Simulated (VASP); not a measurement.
VASP ran on this input.

**INCAR**
```
! general
SYSTEM  =NaH
PREC    =Accurate
ENCUT   =300   ! plane-wave cut-off (eV)
LREAL   =F   ! projection in real space or not
LASPH   =T
ISYM    =3

! electronic loop
EDIFF   =1E-6
NELM    =100   ! most electronic steps
ALGO    =Normal

! smearing
ISMEAR  =0
SIGMA   =0.02   ! width (eV)

! functional
GGA     =PE   ! PBE
LHFCALC =T
AEXX    =0.25
HFSCREEN=0.2   ! 1/Angstrom
PRECFOCK=Fast

! ions
ISIF    =2

! output
LWAVE   =F
LCHARG  =F
```

### KPOINTS
```
Automatic mesh
0
Gamma
7 7 7
0.5 0.5 0.5
```

POSCAR:
```
NaH
1
    0.0000000000     2.3842720000     2.3842720000
    2.3842720000     0.0000000000     2.3842720000
    2.3842720000     2.3842720000     0.0000000000
Na H
1 1
Direct
  0.0000000000   0.0000000000   0.0000000000
  0.5000000000   0.5000000000   0.5000000000
```

POTCAR, in this order: Na_pv H (PBE.64 set). Program: vasp_std.

### Question
Translate this HSE06 calculation to Ansatz.

### Answer
One equivalent input (not run):
Ansatz 0.2 input:
```yaml
crystal:
  lattice:
    - [0.0000000, 2.3842720, 2.3842720]
    - [2.3842720, 0.0000000, 2.3842720]
    - [2.3842720, 2.3842720, 0.0000000]
  atoms:
    - { symbol: Na, position: [0.0000000, 0.0000000, 0.0000000] }
    - { symbol: H, position: [0.5000000, 0.5000000, 0.5000000] }
kpoints:
  mp_grid: { grid: [7, 7, 7], shift: [0.5, 0.5, 0.5] }
hamiltonian:
  xc: hse06
  pseudopotentials: { kind: paw }
scf:
  occupations: { method: gaussian, width: 0.02 }
  max_iter: 100
output: { forces: true, stress: true, eigenvalues: true }
```
What does not carry over: each code has its own PAW files, so the cut-off isn't converted (ENCUT is set for VASP's; basis.ecutwfc is left out, and Ansatz then takes the one that its files recommend); Ansatz stops its SCF on the density residual and VASP on the energy change (EDIFF); Ansatz's hse06 screens at 0.11 per bohr (0.208 per Å), slightly more than HFSCREEN = 0.2.

The structure comes from a computed database's NaH entry; how it stands against other phases isn't given here. The cell was not relaxed at this level. The run is one of a series of settings (AEXX = 0.25, HFSCREEN = 0.2, ISYM = 3, LHFCALC = .TRUE., PRECFOCK = Fast, KPOINTS 7×7×7 Γ-centred mesh shifted by (0.5, 0.5, 0.5) against the base run), some of them coarse on purpose.
